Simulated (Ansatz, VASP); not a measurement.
# SiNi in two plane-wave programs, part 2 of 3

Aim: how closely do two programs agree when they are given the same cell, functional and k mesh? The cell is taken from a series of runs on this material, whose earlier steps may have relaxed, scaled, displaced or heated it; both programs get it as it stands.

VASP 6.6.1 and Ansatz 0.2.0.

So far: Starting point; VASP: zone-centre phonons, PBE.

## (2) VASP: zone-centre phonons, PBE (continued)

Level of this step: PBE, no spin polarisation; plane waves and PAW (Si, Ni) (VASP).

OUTCAR, selected parts (step 2):

```text
ion  position               nearest neighbor table
   1  0.320  0.750  0.082-   8 2.29   7 2.33   7 2.33   6 2.39   5 2.41   5 2.41   4 2.67   4 2.67

  LATTYP: Found a simple orthorhombic cell.
 ALAT       =     3.3368927217
 B/A-ratio  =     1.5596101858
 C/A-ratio  =     1.6871484149

 Subroutine GETGRP returns: Found  8 space group operations
 (whereof  2 operations were pure point group operations)

The static configuration has the point symmetry S_2 .
 The point group associated with its full space group is D_2h.

 Found     36 irreducible k-points:

   k-points           NKPTS =     36   k-points in BZ     NKDIM =     36   number of bands    NBANDS=     36

   dimension x,y,z NGX =    42 NGY =   28 NGZ =   48
   dimension x,y,z NGXF=    84 NGYF=   56 NGZF=   96

   ENCUT  =  600.0 eV  44.10 Ry    6.64 a.u.  10.39  6.66 11.24*2*pi/ulx,y,z

   NELECT =      56.0000    total number of electrons

 k-points in reciprocal lattice and weights: Automatic mesh
   0.00000000  0.00000000  0.00000000       0.010
   0.25000000  0.00000000  0.00000000       0.021
   0.50000000  0.00000000  0.00000000       0.010
   0.00000000  0.16666667  0.00000000       0.021
   0.25000000  0.16666667  0.00000000       0.042
   0.50000000  0.16666667  0.00000000       0.021
   0.00000000  0.33333333  0.00000000       0.021
   0.25000000  0.33333333  0.00000000       0.042
   0.50000000  0.33333333  0.00000000       0.021
[...]
0.25000000  0.50000000  0.50000000       0.021
   0.50000000  0.50000000  0.50000000       0.010

 average (electrostatic) potential at core
       1 -79.4971       2 -79.4971       3 -79.4971       4 -79.4971       5 -81.7717
       6 -81.7717       7 -81.7717       8 -81.7717

  Total        0.5019668     -0.4445563     -0.0347242      0.0000000      0.0000000      0.0000000
  in kB        8.2260153     -7.2851969     -0.5690454      0.0000000      0.0000000      0.0000000
  external PRESSURE =       0.1239244 kB  Pullay stress =       0.0000000 kB

  energy-cutoff  :      600.00
  volume of cell :       97.77
      direct lattice vectors                 reciprocal lattice vectors
[...]
2.56179      2.50267      3.87476        -0.002851      0.000000     -0.015516
      2.64246      0.83422      1.75507         0.002851      0.000000      0.015516
      5.16391      2.50267      4.56999        -0.002851     -0.000000      0.015516
 -----------------------------------------------------------------------------------
    total drift:                                0.000000      0.000000     -0.000000

 Eigenvectors and eigenvalues of the dynamical matrix
 ----------------------------------------------------

   1 f  =   11.990819 THz    75.340539 2PiTHz  399.970674 cm-1    49.590021 meV
             X         Y         Z           dx          dy          dz
      1.667871  2.502670  0.461970     0.429506    0.000000    0.217965
      0.934255  0.834223  3.276887     0.429506   -0.000000   -0.217965
      4.269997  2.502670  2.352947    -0.429506    0.000000    0.217965
      3.536381  0.834223  5.167863    -0.429506   -0.000000   -0.217965
      0.040338  0.834223  1.059844     0.134085   -0.000000    0.006081
      2.561788  2.502670  3.874761     0.134085    0.000000   -0.006081
      2.642464  0.834223  1.755073    -0.134085   -0.000000    0.006081
      5.163914  2.502670  4.569989    -0.134085    0.000000   -0.006081

   2 f  =   11.432698 THz    71.833758 2PiTHz  381.353743 cm-1    47.281817 meV
             X         Y         Z           dx          dy          dz
      1.667871  2.502670  0.461970     0.245610    0.000000    0.399424
      0.934255  0.834223  3.276887     0.245610   -0.000000   -0.399424
      4.269997  2.502670  2.352947     0.245610    0.000000   -0.399424
      3.536381  0.834223  5.167863     0.245610   -0.000000    0.399424
      0.040338  0.834223  1.059844    -0.170041   -0.000000    0.034955
      2.561788  2.502670  3.874761    -0.170041    0.000000   -0.034955
      2.642464  0.834223  1.755073    -0.170041   -0.000000   -0.034955
      5.163914  2.502670  4.569989    -0.170041    0.000000    0.034955

   3 f  =   11.388057 THz    71.553272 2PiTHz  379.864689 cm-1    47.097198 meV
             X         Y         Z           dx          dy          dz
      1.667871  2.502670  0.461970    -0.313128   -0.000000   -0.299417
      0.934255  0.834223  3.276887     0.313128    0.000000   -0.299417
      4.269997  2.502670  2.352947     0.313128   -0.000000   -0.299417
      3.536381  0.834223  5.167863    -0.313128    0.000000   -0.299417
      0.040338  0.834223  1.059844     0.139432    0.000000    0.207024
      2.561788  2.502670  3.874761    -0.139432    0.000000    0.207024
      2.642464  0.834223  1.755073    -0.139432    0.000000    0.207024
      5.163914  2.502670  4.569989     0.139432   -0.000000    0.207024

   4 f  =   10.824035 THz    68.009419 2PiTHz  361.050949 cm-1    44.764592 meV
             X         Y         Z           dx          dy          dz
      1.667871  2.502670  0.461970     0.410766   -0.000000    0.172796
      0.934255  0.834223  3.276887    -0.410766   -0.000000    0.172796
      4.269997  2.502670  2.352947     0.410766   -0.000000   -0.172796
      3.536381  0.834223  5.167863    -0.410766   -0.000000   -0.172796
      0.040338  0.834223  1.059844    -0.003151    0.000000    0.226723
      2.561788  2.502670  3.874761     0.003151    0.000000    0.226723
      2.642464  0.834223  1.755073    -0.003151    0.000000   -0.226723
      5.163914  2.502670  4.569989     0.003151   -0.000000   -0.226723

   5 f  =   10.062788 THz    63.226360 2PiTHz  335.658468 cm-1    41.616327 meV
             X         Y         Z           dx          dy          dz
      1.667871  2.502670  0.461970    -0.252814   -0.000000    0.367976
      0.934255  0.834223  3.276887    -0.252814    0.000000   -0.367976
      4.269997  2.502670  2.352947     0.252814   -0.000000    0.367976
      3.536381  0.834223  5.167863     0.252814    0.000000   -0.367976
      0.040338  0.834223  1.059844     0.207716    0.000000    0.086790
      2.561788  2.502670  3.874761     0.207716   -0.000000   -0.086790
      2.642464  0.834223  1.755073    -0.207716    0.000000    0.086790
      5.163914  2.502670  4.569989    -0.207716   -0.000000   -0.086790

   6 f  =    9.935448 THz    62.426259 2PiTHz  331.410861 cm-1    41.089691 meV
             X         Y         Z           dx          dy          dz
      1.667871  2.502670  0.461970     0.000000   -0.431298   -0.000000
      0.934255  0.834223  3.276887     0.000000    0.431298    0.000000
      4.269997  2.502670  2.352947    -0.000000   -0.431298   -0.000000
      3.536381  0.834223  5.167863    -0.000000    0.431298    0.000000
      0.040338  0.834223  1.059844    -0.000000    0.252946   -0.000000
      2.561788  2.502670  3.874761    -0.000000   -0.252946    0.000000
      2.642464  0.834223  1.755073     0.000000    0.252946   -0.000000
      5.163914  2.502670  4.569989     0.000000   -0.252946    0.000000

   7 f  =    9.526184 THz    59.854776 2PiTHz  317.759278 cm-1    39.397112 meV
             X         Y         Z           dx          dy          dz
      1.667871  2.502670  0.461970    -0.000000   -0.411065    0.000000
      0.934255  0.834223  3.276887     0.000000   -0.411065    0.000000
      4.269997  2.502670  2.352947    -0.000000   -0.411065   -0.000000
      3.536381  0.834223  5.167863     0.000000   -0.411065   -0.000000
      0.040338  0.834223  1.059844     0.000000    0.284650   -0.000000
      2.561788  2.502670  3.874761    -0.000000    0.284650   -0.000000
      2.642464  0.834223  1.755073     0.000000    0.284650    0.000000
      5.163914  2.502670  4.569989     0.000000    0.284650    0.000000

   8 f  =    9.452744 THz    59.393340 2PiTHz  315.309587 cm-1    39.093389 meV
             X         Y         Z           dx          dy          dz
      1.667871  2.502670  0.461970    -0.000000    0.478908    0.000000
      0.934255  0.834223  3.276887     0.000000    0.478908    0.000000
      4.269997  2.502670  2.352947    -0.000000   -0.478908   -0.000000
      3.536381  0.834223  5.167863     0.000000   -0.478908   -0.000000
      0.040338  0.834223  1.059844     0.000000    0.143692   -0.000000
      2.561788  2.502670  3.874761    -0.000000    0.143692   -0.000000
      2.642464  0.834223  1.755073    -0.000000   -0.143692   -0.000000
      5.163914  2.502670  4.569989     0.000000   -0.143692    0.000000

   9 f  =    8.820419 THz    55.420330 2PiTHz  294.217523 cm-1    36.478307 meV
             X         Y         Z           dx          dy          dz
      1.667871  2.502670  0.461970     0.320652    0.000000   -0.279372
      0.934255  0.834223  3.276887     0.320652   -0.000000    0.279372
      4.269997  2.502670  2.352947     0.320652   -0.000000    0.279372
      3.536381  0.834223  5.167863     0.320652    0.000000   -0.279372
      0.040338  0.834223  1.059844    -0.222038    0.000000   -0.140829
      2.561788  2.502670  3.874761    -0.222038   -0.000000    0.140829
      2.642464  0.834223  1.755073    -0.222038   -0.000000    0.140829
      5.163914  2.502670  4.569989    -0.222038    0.000000   -0.140829

  10 f  =    8.693128 THz    54.620532 2PiTHz  289.971529 cm-1    35.951871 meV
             X         Y         Z           dx          dy          dz
      1.667871  2.502670  0.461970     0.172753    0.000000   -0.463882
      0.934255  0.834223  3.276887    -0.172753   -0.000000   -0.463882
      4.269997  2.502670  2.352947     0.172753   -0.000000    0.463882
      3.536381  0.834223  5.167863    -0.172753    0.000000    0.463882
      0.040338  0.834223  1.059844    -0.058219    0.000000    0.039752
      2.561788  2.502670  3.874761     0.058219   -0.000000    0.039752
      2.642464  0.834223  1.755073    -0.058219   -0.000000   -0.039752
      5.163914  2.502670  4.569989     0.058219    0.000000   -0.039752

  11 f  =    8.653552 THz    54.371870 2PiTHz  288.651419 cm-1    35.788199 meV
             X         Y         Z           dx          dy          dz
      1.667871  2.502670  0.461970    -0.000000    0.486251    0.000000
      0.934255  0.834223  3.276887     0.000000   -0.486251    0.000000
      4.269997  2.502670  2.352947    -0.000000   -0.486251   -0.000000
      3.536381  0.834223  5.167863     0.000000    0.486251   -0.000000
    [... 145 further lines ...]
      2.642464  0.834223  1.755073    -0.411108   -0.000000   -0.000283
      5.163914  2.502670  4.569989    -0.411108   -0.000000    0.000283

 ELASTIC MODULI CONTR FROM IONIC RELAXATION (kBar)
 Direction    XX          YY          ZZ          XY          YZ          ZX
 --------------------------------------------------------------------------------
 XX        -136.7677    129.2895   -188.3260      0.0000     -0.0000     -0.0000
 YY         129.2895   -315.9243    175.2066     -0.0000      0.0000      0.0000
 ZZ        -188.3260    175.2066   -456.5882      0.0000     -0.0000      0.0000
 XY           0.0000     -0.0000      0.0000    -16.8959      0.0000     -0.0000
 YZ          -0.0000      0.0000     -0.0000      0.0000   -170.0874      0.0000
 ZX          -0.0000      0.0000      0.0000     -0.0000      0.0000    -91.2376
 --------------------------------------------------------------------------------
```

This run has no spin polarisation, so a moment on Ni, if there is one, isn't seen.

(Part 2 of 3 ends here.)

[Lines on the potential files, build, host, timing and source positions are cut from VASP's logs without a mark.]

[Logs are printed without paths, hosts, clocks, repeated set-up lines and the standing remarks that a program may print on its own settings, such as how far it seeks lower states.]

[Hosts, paths, dates, database ids (printed as entryN), source tags and the programs' standing remarks are cut or masked in the printed files.]
